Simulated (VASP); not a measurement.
Consider the following.

```yaml
crystal:
  lattice:
    - [0.00000, 2.59304, 2.59304]
    - [2.59304, 0.00000, 2.59304]
    - [2.59304, 2.59304, 0.00000]
  atoms:
    - { symbol: Ce, position: [0.00000, 0.00000, 0.00000] }
    - { symbol: O, position: [0.25000, 0.25000, 0.25000] }
    - { symbol: O, position: [0.75000, 0.75000, 0.75000] }
```

All values below come from PBEsol GGA, VASP's PBE PAW potentials (set 64) (plane waves; VASP 6.6.1). Run with 620 eV cut-off, 7×7×7 Γ-centred mesh, Gaussian smearing of 0.050 eV, potentials Ce O.

What does the run give for the energy per atom (σ→0), pressure?

```
Quantity                       Result
---------------------  --------------
energy per atom (σ→0)  -9.055 eV/atom
pressure                    30.03 GPa
```

Only differences to runs with the same potentials and settings are physical.

The compound is CeO2 in the fluorite structure. It was relaxed first under an external pressure of 30 GPa. The run is not spin-polarised, so no magnetic state was tried.
